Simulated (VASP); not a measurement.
Input:

```xyz
65
Lattice="8.4870 0.0000 0.0000 0.0000 8.4870 0.0000 0.0000 0.0000 8.4870" Properties=species:S:1:pos:R:3 pbc="T T T"
Mg     4.2291     8.4608     8.4661
Mg     6.3714     2.0949     8.4660
Mg     6.3693     8.4622     2.0979
Mg     8.4720     8.4704     8.4750
Mg     2.1074     2.1066     8.4526
Mg     4.2293     4.2299     8.4620
Mg     6.3539     6.3532     0.0057
Mg     2.1081     8.4507     2.1106
Mg     4.3199     1.9172     1.9158
Mg     6.3248     4.2278     2.1237
Mg     4.2296     8.4634     4.2324
Mg     6.3279     2.1184     4.2342
Mg     6.3547     0.0029     6.3576
Mg     8.4624     4.2307     8.4650
Mg     2.0949     6.3688     8.4650
Mg     8.4499     2.1064     2.1103
Mg     1.9147     4.3167     1.9186
Mg     4.2282     6.3245     2.1232
Mg     8.4634     8.4606     4.2322
Mg     1.9137     1.9178     4.3220
Mg     4.8166     4.8158     4.8198
Mg     6.5010     6.5031     4.1912
Mg     2.0949     8.4622     6.3719
Mg     4.2311     2.1187     6.3304
Mg     6.5030     4.1866     6.5058
Mg     8.4620     6.3688     2.0977
Mg     8.4600     4.2299     4.2321
Mg     2.1204     6.3243     4.2305
Mg     8.4635     2.0947     6.3736
Mg     2.1212     4.2280     6.3270
Mg     4.1880     6.5030     6.5042
Mg     0.0025     6.3532     6.3569
Mg     3.5083     3.5064     3.5099
O      6.3429     2.0979     2.1008
O      8.4182     4.2323     2.0755
O      8.4184     2.0715     4.2358
O      2.1933     2.1886     2.1950
O      4.2030     4.1987     1.9000
O      6.3528     6.3537     2.1263
O      8.4829     8.4807     2.1052
O      4.2086     1.9015     4.2115
O      6.5318     4.2656     4.2748
O      0.0180     6.3790     4.2291
O      6.3577     2.1222     6.3604
O      0.0199     4.2265     6.3830
O      8.4835     2.1026     8.4862
O      2.0998     6.3407     2.1028
O      4.2320     8.4205     2.0766
O      1.8967     4.1981     4.2029
O      4.2733     6.5348     4.2758
O      6.3821     0.0190     4.2298
O      2.0980     2.0983     6.3452
O      4.2716     4.2655     6.5352
O      6.3140     6.3115     6.3175
O      8.4687     8.4665     6.3598
O      4.2333     2.0717     8.4211
O      6.3807     4.2264     0.0225
O      8.4682     6.3563     8.4710
O      2.0736     8.4205     4.2349
O      2.1237     6.3530     6.3551
O      4.2264     0.0192     6.3848
O      2.0727     4.2326     8.4219
O      4.2258     6.3796     0.0213
O      6.3572     8.4666     8.4713
O      2.1024     8.4808     8.4854
```
Cell charge -1.

These are HSE06 screened hybrid, VASP's PBE PAW potentials (set 64) (plane waves; VASP 6.6.1) values and carry that method's errors. Numerical set-up: PREC = Normal, LREAL = Auto, ISYM = 0, NELECT = 259.0, EDIFF = 1E-5, 400 eV cut-off, 1×1×1 Γ-centred mesh, Gaussian smearing of 0.050 eV, potentials Mg O. Starting moments (MAGMOM): 65*0.0154. The cell's moment is fixed (NUPDOWN = 1).

The cell is charged, with a uniform compensating background. The supercell is sampled at Γ alone, which is coarse: total energies, pressure and levels can be off, energies of defects by several tenths of an eV.

### Question
What does the run give for the cell moment, energy per atom (σ→0)?

### Answer

```yaml
cell_moment: 1.00 μB
energy per atom (σ→0): -6.759 eV/atom
```

### Question
Give the moment on each site (PAW-sphere projection).

### Answer

```json
[
 {"site": "Mg1", "moment (μB)": "0.00"},
 {"site": "Mg2", "moment (μB)": "0.00"},
 {"site": "Mg3", "moment (μB)": "0.00"},
 {"site": "Mg4", "moment (μB)": "0.01"},
 {"site": "Mg5", "moment (μB)": "0.01"},
 {"site": "Mg6", "moment (μB)": "0.00"},
 {"site": "Mg7", "moment (μB)": "0.00"},
 {"site": "Mg8", "moment (μB)": "0.01"},
 {"site": "Mg9", "moment (μB)": "0.00"},
 {"site": "Mg10", "moment (μB)": "0.00"},
 {"site": "Mg11", "moment (μB)": "0.00"},
 {"site": "Mg12", "moment (μB)": "0.00"},
 {"site": "Mg13", "moment (μB)": "0.00"},
 {"site": "Mg14", "moment (μB)": "0.00"},
 {"site": "Mg15", "moment (μB)": "0.00"},
 {"site": "Mg16", "moment (μB)": "0.01"},
 {"site": "Mg17", "moment (μB)": "0.00"},
 {"site": "Mg18", "moment (μB)": "0.00"},
 {"site": "Mg19", "moment (μB)": "0.00"},
 {"site": "Mg20", "moment (μB)": "0.00"},
 {"site": "Mg21", "moment (μB)": "0.12"},
 {"site": "Mg22", "moment (μB)": "0.00"},
 {"site": "Mg23", "moment (μB)": "0.00"},
 {"site": "Mg24", "moment (μB)": "0.00"},
 {"site": "Mg25", "moment (μB)": "0.00"},
 {"site": "Mg26", "moment (μB)": "0.00"},
 {"site": "Mg27", "moment (μB)": "0.00"},
 {"site": "Mg28", "moment (μB)": "0.00"},
 {"site": "Mg29", "moment (μB)": "0.00"},
 {"site": "Mg30", "moment (μB)": "0.00"},
 {"site": "Mg31", "moment (μB)": "0.00"},
 {"site": "Mg32", "moment (μB)": "0.00"},
 {"site": "Mg33", "moment (μB)": "0.10"},
 {"site": "O34", "moment (μB)": "0.00"},
 {"site": "O35", "moment (μB)": "0.00"},
 {"site": "O36", "moment (μB)": "0.00"},
 {"site": "O37", "moment (μB)": "0.00"},
 {"site": "O38", "moment (μB)": "0.03"},
 {"site": "O39", "moment (μB)": "0.00"},
 {"site": "O40", "moment (μB)": "0.00"},
 {"site": "O41", "moment (μB)": "0.03"},
 {"site": "O42", "moment (μB)": "0.03"},
 {"site": "O43", "moment (μB)": "0.00"},
 {"site": "O44", "moment (μB)": "0.00"},
 {"site": "O45", "moment (μB)": "0.00"},
 {"site": "O46", "moment (μB)": "0.00"},
 {"site": "O47", "moment (μB)": "0.00"},
 {"site": "O48", "moment (μB)": "0.00"},
 {"site": "O49", "moment (μB)": "0.03"},
 {"site": "O50", "moment (μB)": "0.03"},
 {"site": "O51", "moment (μB)": "0.00"},
 {"site": "O52", "moment (μB)": "0.00"},
 {"site": "O53", "moment (μB)": "0.03"},
 {"site": "O54", "moment (μB)": "0.00"},
 {"site": "O55", "moment (μB)": "0.00"},
 {"site": "O56", "moment (μB)": "0.00"},
 {"site": "O57", "moment (μB)": "0.00"},
 {"site": "O58", "moment (μB)": "0.00"},
 {"site": "O59", "moment (μB)": "0.00"},
 {"site": "O60", "moment (μB)": "0.00"},
 {"site": "O61", "moment (μB)": "0.00"},
 {"site": "O62", "moment (μB)": "0.00"},
 {"site": "O63", "moment (μB)": "0.00"},
 {"site": "O64", "moment (μB)": "0.00"},
 {"site": "O65", "moment (μB)": "0.00"}
]
```

The cell is a supercell with a defect, built from MgO (rock salt): Mg_i, charge -1. The cell's shape comes from a PBE relaxation.
